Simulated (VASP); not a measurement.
Energy against volume of AuZn (CsCl type). Calculation: vdW-DF-cx, VASP's PBE PAW potentials (set 64) (plane waves; VASP). Run with 520 eV cut-off, 12×12×12 Γ-centred mesh, first-order Methfessel-Paxton smearing of 0.10 eV, potentials Zn Au.

```tsv
V (Å³/atom)	E (eV/atom)
15.004	0.23977
15.468	0.23272
15.932	0.23782
16.396	0.25291
```

**Question.** Fit these four points and predict the energy of the run at 14.540 Å³/atom.

**Answer.** A cubic in V^(−2/3), the third-order Birch-Murnaghan form, passes through the four points with V0 = 15.49 Å³/atom and B0 = 138 GPa, and gives 0.2616 eV/atom there. The run gave 0.2615 eV/atom, -0.1 meV/atom from the fit; all five points give B0 = 138 GPa.

The compound is AuZn in the CsCl type structure. It was relaxed first.
